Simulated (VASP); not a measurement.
Data:

BaF$_{2}$ is modelled in the cubic space group Fm-3m (No. 225), the fluorite structure, Pearson symbol cF12. Cell: a = b = c = 6.2884 Å, α = β = γ = 90.00°. Ba on 4a has 8 F at 2.723 Å (cubic). F on 8c has 4 Ba at 2.723 Å (tetrahedral). (Neighbours: up to the widest gap in distance over summed covalent radii, below 1.35, at either atom; cation-cation and far metal-metal contacts left out.)
(The calculation used a cell of 3 atoms; values per cell refer to that cell.)

Method: PBE GGA, VASP's PBE PAW potentials (set 64) (plane waves; VASP 6.6.1). Numerical set-up: 600 eV cut-off, 6×6×6 Γ-centred mesh, Gaussian smearing of 0.050 eV, potentials Ba_sv F.

Each relaxation starts from this cell; other phases were not tried.

Problem. The cell is relaxed at 10 GPa. What happens?

Solution. The volume per atom goes from 20.72 to 18.04 Å³ (-12.9 %), and the cell becomes a = 6.0047 Å, b = 6.0047 Å, c = 6.0047 Å, α = 90.00°, β = 90.00°, γ = 90.00°, space group Fm-3m. The gap on the mesh goes from 6.59 to 7.21 eV.

Problem. The cell is relaxed at 30 GPa. What happens?

Solution. The volume per atom goes from 20.72 to 15.57 Å³ (-24.9 %), and the cell becomes a = b = c = 5.717 Å, α = β = γ = 90.00°, space group Fm-3m. The gap on the mesh goes from 6.59 to 7.52 eV.

Failed runs are left out, and for metals the shear rows, which the mesh's noise covers.

The compound is BaF2 in the fluorite structure.
